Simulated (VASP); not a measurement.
Given:

```
AuCu
1.0
    2.80000     0.00000     0.00000
    0.00000     2.80000     0.00000
    0.00000     0.00000     3.67000
Cu Au
1 1
Direct
  0.00000   0.00000   0.00000
  0.50000   0.50000   0.50000
```

Method: PBE GGA, VASP's PBE PAW potentials (set 64) (plane waves; VASP). Settings: 520 eV cut-off, 12×12×9 Γ-centred mesh, first-order Methfessel-Paxton smearing of 0.10 eV, potentials Cu Au.

Energy and stress use the plane-wave basis of the starting cell.

### Question
The ions, cell shape and volume are relaxed. Give the cell that the relaxation ends in.

### Answer

```
AuCu
1.0
    2.88215     0.00000     0.00000
    0.00000     2.88215     0.00000
    0.00000     0.00000     3.61221
Cu Au
1 1
Direct
  0.00000   0.00000   0.00000
  0.50000   0.50000   0.50000
```
Space group P4/mmm (123), at a tolerance of 0.03 Å.

### Question
How do energy and volume change from the first to the last step?

### Answer
The energy (σ→0) changes by -15.3 meV/atom and the volume by +4.3 %, in 13 ionic steps.

```
step  E(σ→0) (eV)  max force (eV/Å)  pressure (GPa)  volume (Å³)
----  -----------  ----------------  --------------  -----------
1         -7.0324             0.000            6.66        28.77
2         -7.0367             0.000           -5.32        31.33
3         -7.0587             0.000           -0.20        30.07
4         -7.0587             0.000           -0.08        30.04
5         -7.0601             0.000            0.20        30.04
6         -7.0625             0.000           -0.15        30.04
7         -7.0629             0.000            0.08        30.04
8         -7.0623             0.000           -0.19        30.03
9         -7.0629             0.000           -0.13        30.04
10        -7.0629             0.000           -0.18        30.04
11        -7.0629             0.000           -0.18        30.04
12        -7.0628             0.000            0.41        29.91
13        -7.0630             0.000            0.04        30.01
```

The compound is CuAu in the L1_0 structure. This run relaxes it. Symmetry was kept, so distortions that lower it aren't found.
